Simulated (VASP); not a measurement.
These are PBEsol GGA, VASP's PBE PAW potentials (set 64) (plane waves; VASP 6.6.1) values and carry that method's errors.

Input for VASP

INCAR:
```
SYSTEM = PbO
PREC = Normal; ENCUT = 500; LREAL = .FALSE.
LASPH = .TRUE.
EDIFF = 1E-5; NELM = 100; NELMIN = 4
ALGO = Fast; LMAXMIX = 4
ISMEAR = 0; SIGMA = 0.05
GGA = PS
IBRION = 2; NSW = 20; ISIF = 2
EDIFFG = -0.03
LWAVE = .FALSE.; LCHARG = .FALSE.
```

**KPOINTS**
```
Automatic
0
Gamma
 8 8 6
0 0 0
```

### POSCAR
```
PbO
1.0
  3.9897546468   0.0000000000   0.0000000000
  0.0000000000   3.9897546468   0.0000000000
  0.0000000000   0.0000000000   5.0320870862
Pb O
2 2
Direct
  0.5000000000   0.0000000000   0.7650000000
  0.0000000000   0.5000000000   0.2350000000
  0.5000000000   0.5000000000   0.0000000000
  0.0000000000   0.0000000000   0.0000000000
```

POTCAR, in this order: Pb_d O (PBE.64 set). Program: vasp_std.

Output

OSZICAR:
```
       N       E                     dE             d eps       ncg     rms          rms(c)
DAV:   1     0.445045511512E+03    0.44505E+03   -0.19827E+04  2880   0.192E+03
DAV:   2     0.321952028730E+02   -0.41285E+03   -0.40547E+03  3032   0.487E+02
DAV:   3    -0.251603939792E+02   -0.57356E+02   -0.55754E+02  3968   0.191E+02
DAV:   4    -0.269166785020E+02   -0.17563E+01   -0.17555E+01  3080   0.386E+01
DAV:   5    -0.269778618658E+02   -0.61183E-01   -0.61177E-01  4104   0.698E+00    0.114E+01
RMM:   6    -0.230276700272E+02    0.39502E+01   -0.19486E+01  3357   0.219E+01    0.466E+00
RMM:   7    -0.228911969729E+02    0.13647E+00   -0.18891E+00  2953   0.112E+01    0.226E+00
RMM:   8    -0.228738382080E+02    0.17359E-01   -0.60685E-01  3271   0.547E+00    0.828E-01
RMM:   9    -0.228713855467E+02    0.24527E-02   -0.17987E-01  3445   0.302E+00    0.297E-01
RMM:  10    -0.228735402536E+02   -0.21547E-02   -0.43688E-02  3351   0.126E+00    0.177E-01
RMM:  11    -0.228739443312E+02   -0.40408E-03   -0.68692E-03  3428   0.763E-01    0.803E-02
RMM:  12    -0.228738704679E+02    0.73863E-04   -0.30511E-03  3489   0.456E-01    0.407E-02
RMM:  13    -0.228738755049E+02   -0.50369E-05   -0.66317E-04  3210   0.175E-01    0.917E-03
RMM:  14    -0.228738873748E+02   -0.11870E-04   -0.14375E-04  2700   0.826E-02    0.413E-03
RMM:  15    -0.228738894813E+02   -0.21065E-05   -0.34247E-05  1916   0.592E-02
   1 F= -.22873889E+02 E0= -.22873889E+02  d E =-.228739E+02
       N       E                     dE             d eps       ncg     rms          rms(c)
DAV:   1    -0.228739092780E+02   -0.21903E-04   -0.66327E-02  3368   0.143E+00    0.190E-02
RMM:   2    -0.228739679455E+02   -0.58667E-04   -0.69712E-04  2916   0.321E-01    0.115E-02
RMM:   3    -0.228740034000E+02   -0.35454E-04   -0.37545E-04  3151   0.177E-01    0.616E-03
RMM:   4    -0.228740055874E+02   -0.21875E-05   -0.30090E-05  1854   0.584E-02
   2 F= -.22874006E+02 E0= -.22874006E+02  d E =-.116106E-03
```

### OUTCAR
```
------------------------ aborting loop because EDIFF is reached ----------------------------------------
  FORCE on cell =-STRESS in cart. coord.  units (eV):
  Direction    XX          YY          ZZ          XY          YZ          ZX
  --------------------------------------------------------------------------------------
  Total       -0.0092849     -0.0092849      0.0167750      0.0000000      0.0000000      0.0000000
  in kB       -0.1857148     -0.1857148      0.3355304      0.0000000      0.0000000      0.0000000
  external PRESSURE =      -0.0119664 kB  Pullay stress =       0.0000000 kB
  volume of cell :       80.10
      direct lattice vectors                 reciprocal lattice vectors
     3.989754647  0.000000000  0.000000000     0.250641979  0.000000000  0.000000000
     0.000000000  3.989754647  0.000000000     0.000000000  0.250641979  0.000000000
     0.000000000  0.000000000  5.032087086     0.000000000  0.000000000  0.198724701
 POSITION                                       TOTAL-FORCE (eV/Angst)
 -----------------------------------------------------------------------------------
      1.99488      0.00000      3.84741         0.000000      0.000000      0.007719
      3.98975      1.99488      1.18468        -0.000000     -0.000000     -0.007719
      1.99488      1.99488      0.00000        -0.000000     -0.000000      0.000000
      3.98975      3.98975      0.00000        -0.000000     -0.000000      0.000000
 -----------------------------------------------------------------------------------
    total drift:                                0.000000     -0.000000     -0.000000
  FREE ENERGIE OF THE ION-ELECTRON SYSTEM (eV)
  ---------------------------------------------------
  free  energy   TOTEN  =       -22.8740055874 eV

  energy  without entropy=      -22.8740055874  energy(sigma->0) =      -22.87400559

 reached required accuracy - stopping structural energy minimisation
```
(Selected blocks of OUTCAR.)

CONTCAR:
```
PbO
   1.00000000000000
     3.9897546467999998    0.0000000000000000    0.0000000000000000
     0.0000000000000000    3.9897546467999998    0.0000000000000000
     0.0000000000000000    0.0000000000000000    5.0320870861999998
  Pb              O
     2     2
Direct
     0.5000000000000000    0.0000000000000000    0.7645748225420396
     1.0000000000000000    0.5000000000000000    0.2354251774579604
     0.5000000000000000    0.5000000000000000    0.0000000000000000
     1.0000000000000000    1.0000000000000000    0.0000000000000000
```

Without a dispersion term in the relaxation, distances and binding between the weakly bound layers, chains or molecules are unreliable, and so is what depends on them.

The compound is PbO in the litharge structure. This run relaxes the ions in a fixed cell. Symmetry was kept, so distortions that lower it aren't found.
